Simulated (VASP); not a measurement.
Computed with PBE GGA with spin-orbit coupling, VASP's PBE PAW potentials (set 64) (plane waves; VASP 6.6.1).

VASP input:

### INCAR
```
SYSTEM = Tc2C
PREC = Accurate
ENCUT = 400
EDIFF = 1E-6
NELM = 100
ALGO = Normal
LREAL = .FALSE.
LASPH = .TRUE.
ISMEAR = 0
SIGMA = 0.1
GGA = PE
LMAXMIX = 4
LWAVE = .FALSE.
LCHARG = .FALSE.
ISIF = 2
LSORBIT = .TRUE.
LNONCOLLINEAR = .TRUE.
MAGMOM = 0.0 0.0 0.0 0.0 0.0 0.0 0.0 0.0 0.0 0.0 0.0 0.0 0.0 0.0 0.0 0.0 0.0 0.0
GGA_COMPAT = .FALSE.
LORBIT = 11
```

**POSCAR**
```
Tc2C
1
    3.9636120000     0.0000000000     0.0000000000
   -1.9818060000     3.4325890000     0.0000000000
    0.0000000000     0.0000000000     4.8565140000
C Tc
2 4
Direct
  0.3333330000   0.6666670000   0.2500000000
  0.6666670000   0.3333330000   0.7500000000
  0.0000000000   0.0000000000   0.0000000000
  0.0000000000   0.0000000000   0.5000000000
  0.3333330000   0.6666670000   0.7500000000
  0.6666670000   0.3333330000   0.2500000000
```

KPOINTS:
```
Automatic mesh
0
Gamma
6 6 5
0 0 0
```

POTCAR, in this order: C Tc_pv (PBE.64 set). Program: vasp_ncl.

What VASP printed:

File OSZICAR:
```
       N       E                     dE             d eps       ncg     rms          rms(c)
DAV:   1     0.745437402893E+03    0.74544E+03   -0.30477E+04  3208   0.142E+03
DAV:   2    -0.137628935041E+02   -0.75920E+03   -0.73901E+03  3192   0.475E+02
DAV:   3    -0.556496578458E+02   -0.41887E+02   -0.40648E+02  4224   0.117E+02
DAV:   4    -0.569044191143E+02   -0.12548E+01   -0.12201E+01  3656   0.181E+01
DAV:   5    -0.569443077408E+02   -0.39889E-01   -0.39682E-01  3816   0.281E+00    0.397E+01
DAV:   6    -0.536631081172E+02    0.32812E+01   -0.32194E+01  3992   0.289E+01    0.138E+01
DAV:   7    -0.533869928763E+02    0.27612E+00   -0.71704E+00  3808   0.185E+01    0.112E+01
DAV:   8    -0.533224132758E+02    0.64580E-01   -0.55023E+00  3800   0.150E+01    0.792E+00
DAV:   9    -0.529541691953E+02    0.36824E+00   -0.13580E+00  3792   0.875E+00    0.805E-01
DAV:  10    -0.529532977968E+02    0.87140E-03   -0.10116E-01  3976   0.187E+00    0.446E-01
DAV:  11    -0.529530254693E+02    0.27233E-03   -0.56790E-03  3456   0.566E-01    0.182E-01
DAV:  12    -0.529530329327E+02   -0.74634E-05   -0.99517E-04  4120   0.177E-01    0.488E-02
DAV:  13    -0.529529936508E+02    0.39282E-04   -0.22356E-04  3696   0.112E-01    0.224E-02
DAV:  14    -0.529529907009E+02    0.29499E-05   -0.19142E-05  3592   0.363E-02    0.388E-03
DAV:  15    -0.529529902046E+02    0.49629E-06   -0.92908E-07  2288   0.669E-03
   1 F= -.52952990E+02 E0= -.52924797E+02  d E =-.563869E-01  mag=    -0.0000    -0.0000    -0.0000
```

### OUTCAR
```
------------------------ aborting loop because EDIFF is reached ----------------------------------------
  FORCE on cell =-STRESS in cart. coord.  units (eV):
  Direction    XX          YY          ZZ          XY          YZ          ZX
  --------------------------------------------------------------------------------------
  Total        7.4955513      7.4955527      3.0398735     -0.0000000      0.0000000      0.0000000
  in kB      181.7509027    181.7509363     73.7103551     -0.0000000      0.0000000      0.0000000
  external PRESSURE =     145.7373980 kB  Pullay stress =       0.0000000 kB
  volume of cell :       66.08
      direct lattice vectors                 reciprocal lattice vectors
     3.963612000  0.000000000  0.000000000     0.252295129  0.145662647  0.000000000
    -1.981806000  3.432589000  0.000000000     0.000000000  0.291325294  0.000000000
     0.000000000  0.000000000  4.856514000     0.000000000  0.000000000  0.205909012
 POSITION                                       TOTAL-FORCE (eV/Angst)
 -----------------------------------------------------------------------------------
     -0.00000      2.28839      1.21413         0.000000     -0.000000      0.000000
      1.98181      1.14420      3.64239        -0.000000      0.000000      0.000000
      0.00000      0.00000      0.00000        -0.000000      0.000000      0.000000
      0.00000      0.00000      2.42826        -0.000000      0.000000      0.000000
     -0.00000      2.28839      3.64239        -0.000000     -0.000000      0.000000
      1.98181      1.14420      1.21413         0.000000      0.000000      0.000000
 -----------------------------------------------------------------------------------
    total drift:                                0.002328     -0.001344      0.001001
  FREE ENERGIE OF THE ION-ELECTRON SYSTEM (eV)
  ---------------------------------------------------
  free  energy   TOTEN  =       -52.9529902046 eV

  energy  without entropy=      -52.8966033175  energy(sigma->0) =      -52.92479676

 total charge

# of ion       s       p       d       tot
------------------------------------------
    1        0.865   1.332   0.000   2.198
    2        0.865   1.332   0.000   2.198
    3        0.447   6.528   5.374  12.348
    4        0.447   6.528   5.374  12.348
    5        0.398   6.483   5.378  12.259
    6        0.398   6.483   5.378  12.259
--------------------------------------------------
tot          3.419  28.687  21.504  53.610

 magnetization (x)

# of ion       s       p       d       tot
------------------------------------------
    1        0.000   0.000   0.000   0.000
    2        0.000   0.000   0.000   0.000
    3        0.000   0.000  -0.000   0.000
    4       -0.000  -0.000   0.000  -0.000
    5        0.000   0.000   0.000   0.000
    6        0.000   0.000   0.000   0.000
--------------------------------------------------
tot          0.000   0.000  -0.000   0.000

 magnetization (y)

# of ion       s       p       d       tot
------------------------------------------
    1        0.000   0.000   0.000   0.000
    2        0.000   0.000   0.000   0.000
    3        0.000   0.000   0.000   0.000
    4       -0.000  -0.000  -0.000  -0.000
    5        0.000  -0.000   0.000   0.000
    6        0.000   0.000   0.000   0.000
--------------------------------------------------
tot          0.000   0.000   0.000   0.000

 magnetization (z)

# of ion       s       p       d       tot
------------------------------------------
    1        0.000   0.000   0.000   0.000
    2        0.000   0.000   0.000   0.000
    3        0.000  -0.000   0.000   0.000
    4        0.000  -0.000   0.000   0.000
    5        0.000   0.000   0.000   0.000
    6        0.000   0.000   0.000   0.000
--------------------------------------------------
tot          0.000  -0.000   0.000   0.000

 Ion:    1  E_soc:     -0.0000543

 Ion:    2  E_soc:     -0.0000543

 Ion:    3  E_soc:     -0.1987602

 Ion:    4  E_soc:     -0.1987602

 Ion:    5  E_soc:     -0.1898252

 Ion:    6  E_soc:     -0.1898252
```
(Selected blocks of OUTCAR.)

**OUTCAR**
```
 val. band max:       13.6636366261   @ k =   0.3333   0.0000   0.2000

 cond. band min:      13.6811804999   @ k =   0.5000   0.0000   0.4000


 Fermi energy:        13.6729584535

 k-point     1 :       0.0000    0.0000    0.0000
  band No.  band energies     occupation
      1     -28.1257      1.00000
      2     -28.1257      1.00000
      3     -27.9456      1.00000
      4     -27.9456      1.00000
      5     -27.5106      1.00000
      6     -27.5106      1.00000
      7     -27.1502      1.00000
      8     -27.1502      1.00000
      9     -25.5475      1.00000
     10     -25.5475      1.00000
     11     -25.4506      1.00000
     12     -25.4506      1.00000
     13     -24.8403      1.00000
     14     -24.8403      1.00000
     15     -24.8267      1.00000
     16     -24.8267      1.00000
     17     -24.7596      1.00000
     18     -24.7596      1.00000
     19     -24.6871      1.00000
     20     -24.6871      1.00000
     21     -24.2466      1.00000
     22     -24.2466      1.00000
     23     -24.1459      1.00000
     24     -24.1459      1.00000
     25       0.2290      1.00000
     26       0.2290      1.00000
     27       2.1194      1.00000
     28       2.1194      1.00000
     29       5.9907      1.00000
     30       5.9907      1.00000
     31       6.0065      1.00000
     32       6.0065      1.00000
     33       7.6323      1.00000
     34       7.6323      1.00000
     35       7.7801      1.00000
     36       7.7801      1.00000
     37       8.3940      1.00000
     38       8.3940      1.00000
     39       8.4189      1.00000
     40       8.4189      1.00000
     41       8.5328      1.00000
     42       8.5328      1.00000
     43       8.5389      1.00000
     44       8.5389      1.00000
     45       9.5612      1.00000
     46       9.5612      1.00000
     47       9.6218      1.00000
     48       9.6218      1.00000
     49      12.4776      1.00000
     50      12.4776      1.00000
     51      12.8491      1.00000
...
```

At this cut-off the stress carries a Pulay error, which pulls relaxed volumes low.

The structure was generated: Tc2C was put into an ordered model structure, which need not be its known phase. The cell was not relaxed at this level. The k-mesh is coarse (spacing up to 0.31 per Å, 2π included), so the numbers may not be converged in it. The run is one of a series of settings (GGA_COMPAT = .FALSE., LNONCOLLINEAR = .TRUE., LSORBIT = .TRUE., MAGMOM = 0.0 0.0 0.0 0.0 0.0 0.0 0.0 0.0 0.0 0.0 0.0 0.0 0.0 0.0 0.0 0.0 0.0 0.0, program vasp_ncl against the base run), some of them coarse on purpose.
